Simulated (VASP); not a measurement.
A convergence study with VASP on WC (wc): one setting is varied, all else stays as given below, so the limit is that of these other settings.

```
CELL_PARAMETERS angstrom
      1.45500    -2.52013     0.00000
      1.45500     2.52013     0.00000
      0.00000     0.00000     2.84000
ATOMIC_POSITIONS crystal
  W  0.00000 0.00000 0.00000
  C  0.33333 0.66667 0.50000
```

The numbers are results of PBE GGA, VASP's PBE PAW potentials (set 64) (plane waves; VASP 6.6.1), not measurements. The tightest run used: 700 eV cut-off, 24×24×21 Γ-centred mesh, first-order Methfessel-Paxton smearing of 0.10 eV, potentials W_sv C.

The reference is 24×24×21 mesh, which took about 8 core-minutes. Costs are core time on shared hosts, one run each; read them as rough ratios.

Problem. Of the settings 1×1×1 mesh; 2×2×2 mesh; 3×3×3 mesh; 4×4×4 mesh; 5×5×4 mesh; 6×6×5 mesh; 7×7×6 mesh; 8×8×7 mesh; 9×9×8 mesh; 10×10×9 mesh; 11×11×10 mesh; 12×12×10 mesh; 13×13×11 mesh; 14×14×12 mesh; 15×15×13 mesh; 16×16×14 mesh; 17×17×15 mesh; 18×18×16 mesh; 19×19×17 mesh; 20×20×18 mesh; 21×21×18 mesh; 22×22×19 mesh; 23×23×20 mesh; 24×24×21 mesh, which is the lowest that keeps the difference from the reference in the stress, largest component (GPa) within 0.2 from there on, and what does it cost?

Solution. 19×19×17 mesh; its cost over the reference is within a factor of 2.
```tsv
setting	difference in the stress, largest component (GPa)	cost over the reference
1×1×1 mesh	25.67	about 1/60
2×2×2 mesh	13.52	about 1/50
3×3×3 mesh	8.05	about 1/40
4×4×4 mesh	3.58	about 1/30
5×5×4 mesh	1.46	about 1/20
6×6×5 mesh	1.38	about 1/20
7×7×6 mesh	0.58	about 1/10
8×8×7 mesh	0.39	about 1/10
9×9×8 mesh	0.14	about 1/10
10×10×9 mesh	0.35	about 1/8
11×11×10 mesh	0.26	about 1/7
12×12×10 mesh	0.39	about 1/5
13×13×11 mesh	0.30	about 1/5
14×14×12 mesh	0.33	about 1/4
15×15×13 mesh	0.10	about 1/4
16×16×14 mesh	0.10	about 1/3
17×17×15 mesh	0.09	about 1/2
18×18×16 mesh	0.25	within a factor of 2
19×19×17 mesh	0.10	within a factor of 2
20×20×18 mesh	0.04	within a factor of 2
21×21×18 mesh	0.04	within a factor of 2
22×22×19 mesh	0.05	within a factor of 2
23×23×20 mesh	0.02	within a factor of 2
24×24×21 mesh	0.00	reference
```

Left out are rungs that failed or repeat a setting and relaxations that didn't move; long series are thinned to 24 rows.

The compound is WC in the wc structure. The cell was not relaxed at this level.
